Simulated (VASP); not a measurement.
These are HSE06 screened hybrid, VASP's PBE PAW potentials (set 64) (plane waves; VASP) values and carry that method's errors.

A VASP calculation is set up with these files.

### KPOINTS
```
Automatic mesh
0
Gamma
6 6 6
0 0 0
```

File POSCAR:
```
HgTe
4.6580170
  0.0000000000   0.7071067443   0.7071067443
  0.7071067443   0.0000000000   0.7071067443
  0.7071067443   0.7071067443   0.0000000000
Hg Te
1 1
Cartesian
  0.0000000000   0.0000000000   0.0000000000
  0.3535533722   0.3535533722   0.3535533722
```

INCAR:
```
# general
SYSTEM    =  HgTe
PREC      =  Accurate
ENCUT     =  520
LREAL     =  .FALSE.
LASPH     =  .TRUE.
ISYM      =  3

# electronic loop
EDIFF     =  1E-6
NELM      =  60
ALGO      =  Normal
LMAXMIX   =  6

# smearing
ISMEAR    =  0
SIGMA     =  0.05

# functional
GGA       =  PE
LHFCALC   =  .TRUE.
AEXX      =  0.25
HFSCREEN  =  0.2
PRECFOCK  =  Fast

# ions
ISIF      =  2

# output
LWAVE     =  .FALSE.
LCHARG    =  .FALSE.
```

POTCAR, in this order: Hg Te (PBE.64 set). Program: vasp_std. Read from the step before: WAVECAR.

The resulting files:

**OSZICAR**
```
       N       E                     dE             d eps       ncg     rms          rms(c)
DAV:   1    -0.475020420773E+01   -0.47502E+01   -0.11810E+00   416   0.103E+01    0.948E+00
DAV:   2    -0.475664839577E+01   -0.64442E-02   -0.57636E-02   481   0.277E+00    0.604E+00
DAV:   3    -0.475572916885E+01    0.91923E-03   -0.52842E-03   487   0.862E-01    0.377E+00
DAV:   4    -0.475545690922E+01    0.27226E-03   -0.45365E-04   466   0.218E-01    0.226E+00
DAV:   5    -0.475537619708E+01    0.80712E-04   -0.92386E-05   466   0.790E-02    0.136E+00
DAV:   6    -0.475536032695E+01    0.15870E-04   -0.26673E-05   456   0.424E-02    0.813E-01
DAV:   7    -0.475535836547E+01    0.19615E-05   -0.38092E-06   471   0.195E-02    0.489E-01
DAV:   8    -0.475535838391E+01   -0.18439E-07   -0.93019E-07   311   0.105E-02
   1 F= -.47553584E+01 E0= -.47551798E+01  d E =-.357089E-03
```

### OUTCAR
```
------------------------ aborting loop because EDIFF is reached ----------------------------------------
  FORCE on cell =-STRESS in cart. coord.  units (eV):
  Direction    XX          YY          ZZ          XY          YZ          ZX
  --------------------------------------------------------------------------------------
  Total       -0.2031783     -0.2031783     -0.2031783     -0.0000000     -0.0000000     -0.0000000
  in kB       -4.5551188     -4.5551188     -4.5551188     -0.0000000     -0.0000000     -0.0000000
  external PRESSURE =      -4.5551188 kB  Pullay stress =       0.0000000 kB
  volume of cell :       71.46
      direct lattice vectors                 reciprocal lattice vectors
     0.000000000  3.293715236  3.293715236    -0.151804259  0.151804259  0.151804259
     3.293715236  0.000000000  3.293715236     0.151804259 -0.151804259  0.151804259
     3.293715236  3.293715236  0.000000000     0.151804259  0.151804259 -0.151804259
 POSITION                                       TOTAL-FORCE (eV/Angst)
 -----------------------------------------------------------------------------------
      0.00000      0.00000      0.00000        -0.000000     -0.000000     -0.000000
      1.64686      1.64686      1.64686         0.000000      0.000000      0.000000
 -----------------------------------------------------------------------------------
    total drift:                               -0.000027     -0.000024     -0.000015
  FREE ENERGIE OF THE ION-ELECTRON SYSTEM (eV)
  ---------------------------------------------------
  free  energy   TOTEN  =        -4.7553583839 eV

  energy  without entropy=       -4.7550012952  energy(sigma->0) =       -4.75517984

  exchange ACFDT corr.  =         0.00000000  see jH, gK, PRB 81, 115126
```
(Selected blocks of OUTCAR.)

The compound is HgTe in the zinc blende structure. This cell is one point of a volume scan, at 0.97 of the reference volume. The cell's shape comes from a PBE relaxation.
